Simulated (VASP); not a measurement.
A convergence study with VASP on Cs (space group Im-3m): a few settings are varied, all else stays as given below, so the limit is that of these other settings.

```
CELL_PARAMETERS angstrom
     -3.03475     3.03475     3.03475
      3.03475    -3.03475     3.03475
      3.03475     3.03475    -3.03475
ATOMIC_POSITIONS crystal
  Cs 0.00000 0.00000 0.00000
```

The numbers are results of PBEsol GGA, VASP's PBE PAW potentials (set 64) (plane waves; VASP 6.6.1), not measurements. The last row used: 300 eV cut-off, 20×20×20 Γ-centred mesh shifted by (0.5, 0.5, 0.5), Gaussian smearing of 0.10 eV, potentials Cs_sv.

```json
[
 {"setting": "2×2×2 mesh", "E (eV/atom)": "-0.8275", "pressure (GPa)": "0.16", "irreducible k-points": "2"},
 {"setting": "3×3×3 mesh", "E (eV/atom)": "-0.9049", "pressure (GPa)": "0.07", "irreducible k-points": "4"},
 {"setting": "4×4×4 mesh", "E (eV/atom)": "-0.9363", "pressure (GPa)": "-0.08", "irreducible k-points": "6"},
 {"setting": "5×5×5 mesh", "E (eV/atom)": "-0.9214", "pressure (GPa)": "-0.07", "irreducible k-points": "10"},
 {"setting": "6×6×6 mesh", "E (eV/atom)": "-0.9518", "pressure (GPa)": "-0.09", "irreducible k-points": "14"},
 {"setting": "7×7×7 mesh", "E (eV/atom)": "-0.9314", "pressure (GPa)": "-0.07", "irreducible k-points": "20"},
 {"setting": "8×8×8 mesh", "E (eV/atom)": "-0.9493", "pressure (GPa)": "-0.10", "irreducible k-points": "26"},
 {"setting": "9×9×9 mesh", "E (eV/atom)": "-0.9373", "pressure (GPa)": "-0.08", "irreducible k-points": "35"},
 {"setting": "10×10×10 mesh", "E (eV/atom)": "-0.9447", "pressure (GPa)": "-0.10", "irreducible k-points": "44"},
 {"setting": "11×11×11 mesh", "E (eV/atom)": "-0.9400", "pressure (GPa)": "-0.09", "irreducible k-points": "56"},
 {"setting": "12×12×12 mesh", "E (eV/atom)": "-0.9429", "pressure (GPa)": "-0.10", "irreducible k-points": "68"},
 {"setting": "14×14×14 mesh", "E (eV/atom)": "-0.9423", "pressure (GPa)": "-0.09", "irreducible k-points": "100"},
 {"setting": "15×15×15 mesh", "E (eV/atom)": "-0.9409", "pressure (GPa)": "-0.09", "irreducible k-points": "120"},
 {"setting": "17×17×17 mesh", "E (eV/atom)": "-0.9412", "pressure (GPa)": "-0.09", "irreducible k-points": "165"},
 {"setting": "18×18×18 mesh", "E (eV/atom)": "-0.9416", "pressure (GPa)": "-0.09", "irreducible k-points": "190"},
 {"setting": "20×20×20 mesh", "E (eV/atom)": "-0.9415", "pressure (GPa)": "-0.09", "irreducible k-points": "250"}
]
```

Left out are rungs that failed or repeat a setting and relaxations that didn't move; long series are thinned to 24 rows.

The structure is a typed Cs crystal (space group no. 229). The cell was not relaxed at this level.
